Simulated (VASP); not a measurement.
Computed with PBE0 hybrid, VASP's PBE PAW potentials (set 64) (plane waves; VASP).

Input for VASP

POSCAR:
```
MgSe
1
    0.0000000000     2.6669323142     2.6669323142
    2.6669323142     0.0000000000     2.6669323142
    2.6669323142     2.6669323142     0.0000000000
Mg Se
1 1
Direct
  0.0000000000   0.0000000000   0.0000000000
  0.5000000000   0.5000000000   0.5000000000
```

### KPOINTS
```
kpoints
0
Gamma
6 6 6
0 0 0
```

**INCAR**
```
# general
SYSTEM  =MgSe
PREC    =Accurate
ENCUT   =520   # plane-wave cut-off (eV)
LREAL   =F   # projection in real space or not
LASPH   =T   # aspherical one-centre terms
ISYM    =3

# electronic loop
EDIFF   =1E-6   # SCF stop (eV)
NELM    =60   # most electronic steps
ALGO    =Normal
LMAXMIX =4

# smearing
ISMEAR  =0
SIGMA   =0.05   # width (eV)

# functional
GGA     =PE
LHFCALC =T
AEXX    =0.25
HFRCUT  =-1
PRECFOCK=Fast

# ions
ISIF    =2   # forces and stress, cell fixed

# output
LWAVE   =F
LCHARG  =F
```

POTCAR, in this order: Mg Se (PBE.64 set). Program: vasp_std. Read from the step before: WAVECAR.

Q: Predict the energy per atom (σ→0), pressure, band gap (on the k-mesh).

A: 
| Property | Result |
|---|---|
| energy per atom (σ→0) | -4.630 eV/atom |
| band gap (on the k-mesh) | 3.47 eV |
| pressure | 5.34 GPa |

File OSZICAR:
```
...
DAV:   4    -0.925951861003E+01    0.22878E-03   -0.85422E-05   272   0.726E-02    0.353E-01
DAV:   5    -0.925943950100E+01    0.79109E-04   -0.39603E-05   304   0.478E-02    0.199E-01
DAV:   6    -0.925941213235E+01    0.27369E-04   -0.12658E-05   312   0.276E-02    0.111E-01
DAV:   7    -0.925940249613E+01    0.96362E-05   -0.39208E-06   296   0.161E-02    0.605E-02
DAV:   8    -0.925939915436E+01    0.33418E-05   -0.13248E-06   216   0.975E-03    0.328E-02
DAV:   9    -0.925939804684E+01    0.11075E-05   -0.53405E-07   128   0.685E-03    0.172E-02
DAV:  10    -0.925939770707E+01    0.33977E-06   -0.19963E-07   144   0.437E-03
   1 F= -.92593977E+01 E0= -.92593977E+01  d E =-.317688E-18
```

The compound is MgSe in the rock salt structure. This cell is one point of a volume scan, at 0.91 of the reference volume. The cell's shape comes from a PBE relaxation.
